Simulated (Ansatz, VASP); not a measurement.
**Si4Hg in VASP and in Ansatz**

Contents of INCAR:

```
PREC = Accurate ; ENCUT = 600
EDIFF = 1E-6 ; ISMEAR = 0
SIGMA = 0.1 ; LREAL = False
LASPH = True ; NELM = 100
ALGO = Normal ; ISIF = 3
LWAVE = False ; LCHARG = False
GGA = PE ; IBRION = 2
NSW = 100 ; EDIFFG = -0.01
```

KPOINTS

```
regular mesh
0
Gamma
  10 10 10
```

The input POSCAR:

```
Si4Hg
1.0
   -3.0157309910      3.0157309910      3.0157309910
    3.0157309910     -3.0157309910      3.0157309910
    3.0157309910      3.0157309910     -3.0157309910
Si Hg
4 1
Direct
    0.5000000000      0.5000000000      0.5000000000
    0.5000000000      0.0000000000      0.0000000000
    0.0000000000      0.0000000000      0.5000000000
    0.0000000000      0.5000000000      0.0000000000
    0.0000000000      0.0000000000      0.0000000000
```

Input for Ansatz:

```yaml
crystal:
  lattice:
    - [-3.015730991, 3.015730991, 3.015730991]
    - [3.015730991, -3.015730991, 3.015730991]
    - [3.015730991, 3.015730991, -3.015730991]
  atoms:
    - { symbol: Si, position: [0.5, 0.5, 0.5] }
    - { symbol: Si, position: [0.5, 0.0, 0.0] }
    - { symbol: Si, position: [0.0, 0.0, 0.5] }
    - { symbol: Si, position: [0.0, 0.5, 0.0] }
    - { symbol: Hg, position: [0.0, 0.0, 0.0] }
basis:
  ecutwfc: 420
kpoints:
  mp_grid: { grid: [10, 10, 10] }
hamiltonian:
  xc: pbe
scf:
  occupations: { method: gaussian, width: 0.1 }
output:
  forces: true
  stress: true
  eigenvalues: true
  write_density: true
  write_potential: true
  elf: true
  volumetric_format: npy
relax:
  adjacent_minimum: "off"
  f_tol: 0.01
  max_steps: 80
  cell: { stress_tol: 0.05 }
```

Change from the starting cell: species swapped into the Hg4Pt type (Im-3m, No. 229).

Alike in both runs: task relaxation of cell and atoms; functional PBE; k mesh 10 × 10 × 10; occupations gaussian, width 0.1 eV; no spin polarisation.

```csv
,VASP,Ansatz
version,VASP 6.6.1,Ansatz 0.2.0
potentials or method,"VASP PAW PBE potentials, release 64 (Si, Hg)","scalar-relativistic, plane waves, PAW"
plane-wave cutoff (eV),600,420
valence electrons in the cell,28,36
```

```csv
,VASP,Ansatz,Ansatz less VASP
"gap on the k mesh at the Fermi level, each at its own relaxed structure (eV)",none,none,-
relaxed volume (Å³/atom),22.29,22.19,-0.097
relaxed cell length with the largest relative difference (Å),5.251,5.243,-0.0076
energy change over the relaxation (meV/atom),-1,-1,+0.5
```

A gap of «none» marks a metal or a gap that the smearing closes. The two sets of potentials don't hold the same shells in valence.

The runs have no spin-orbit coupling, so splittings on Hg are missing.
